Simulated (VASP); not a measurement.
Given:

```
BaF2
1.0
    0.00000     3.15645     3.15645
    3.15645     0.00000     3.15645
    3.15645     3.15645     0.00000
Ba F
1 2
Direct
  0.00000   0.00000   0.00000
  0.25000   0.25000   0.25000
  0.75000   0.75000   0.75000
```

Level of theory: PBE GGA, VASP's PBE PAW potentials (set 64) (plane waves; VASP 6.6.1). Run with 400 eV cut-off, 5×5×5 Γ-centred mesh, Gaussian smearing of 0.010 eV, potentials Ba_sv F.

At this cut-off the stress carries a Pulay error, which pulls relaxed volumes low. Energy and stress use the plane-wave basis of the starting cell.

Problem. The ions, cell shape and volume are relaxed. Predict the relaxed structure.

Solution. 
```
BaF2
1.0
    0.00000     3.07994     3.07994
    3.07994     0.00000     3.07994
    3.07994     3.07994     0.00000
Ba F
1 2
Cartesian
  0.00000   0.00000   0.00000
  1.53997   1.53997   1.53997
  4.61990   4.61990   4.61990
```
Space group Fm-3m (225), at a tolerance of 0.03 Å.

Problem. How do energy and volume change from the first to the last step?

Solution. The energy (σ→0) changes by -31.5 meV/atom and the volume by -7.1 %, in 3 ionic steps.

The structure comes from a computed database's BaF2 entry; how it stands against other phases isn't given here. This run relaxes it. Symmetry was kept, so distortions that lower it aren't found. The run is one of a series of settings (EDIFFG = -0.01, IBRION = 2, ISIF = 3, NSW = 50 against the base run), some of them coarse on purpose.
